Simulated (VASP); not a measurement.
The system is HfGe.

```
CELL_PARAMETERS angstrom
3.21967 0.00000 0.00000
0.00000 3.21967 0.00000
0.00000 0.00000 4.10843
ATOMIC_POSITIONS crystal
Hf 0.50000 0.50000 0.00000
Ge 0.00000 0.00000 0.00000
```

The cell was built by a generator and needn't be a form met in nature.

* Program: VASP 6.6.1
* Task: relaxation of cell and atoms
* Functional: PBE
* Potentials or basis: VASP PAW PBE potentials, release 64 (Hf_pv, Ge_d)
* Cutoff: 600 eV
* k mesh: 8 × 8 × 7
* Occupations: gaussian, width 0.05 eV
* Spin: no spin polarisation

At the start: pressure 61.4 GPa; volume 21.29 Å³/atom.

Task: How do energy, volume and symmetry change on relaxing?

Result: Over 18 steps the energy falls by 1977.5 meV/atom and the volume is 22.33 Å³/atom (+4.9 %); space group P4/mmm (No. 123, to 0.05 Å).

Step by step:
```
step  energy change (eV)  largest force (eV/Å)  pressure (GPa)  volume (Å³)
   1              0.0000                0.0000           61.44        42.59
   2              1.3080                0.0000          -13.15       107.41
   3             -2.9894                0.0000           -9.15        63.50
   4             -3.1412                0.0000           -6.22        60.46
   5             -3.1902                0.0000           -0.74        56.81
   6             -3.1949                0.0000           -2.18        57.65
   7             -3.3185                0.0000           -2.34        55.10
   8             -3.8397                0.0000           -0.94        47.33
   9              0.5592                0.0000           64.77        31.25
  10             -3.9006                0.0000           -0.18        46.12
  11             -3.9406                0.0000            3.04        43.13
  12             -3.9484                0.0000            1.70        44.11
  13             -3.9487                0.0000            1.96        43.83
  14             -3.9053                0.0000           -3.02        45.57
  15             -3.9537                0.0000            0.51        44.25
  16             -3.9537                0.0000            0.68        44.23
  17             -3.9545                0.0000           -0.40        44.93
  18             -3.9550                0.0000           -0.02        44.66
```

Final structure:
```yaml
crystal:
  lattice:
    - [3.81871, 0.00000, 0.00000]
    - [0.00000, 3.81871, 0.00000]
    - [0.00000, 0.00000, 3.06272]
  atoms:
    - { symbol: Hf, position: [0.50000, 0.50000, 0.00000] }
    - { symbol: Ge, position: [0.00000, 0.00000, 0.00000] }
```
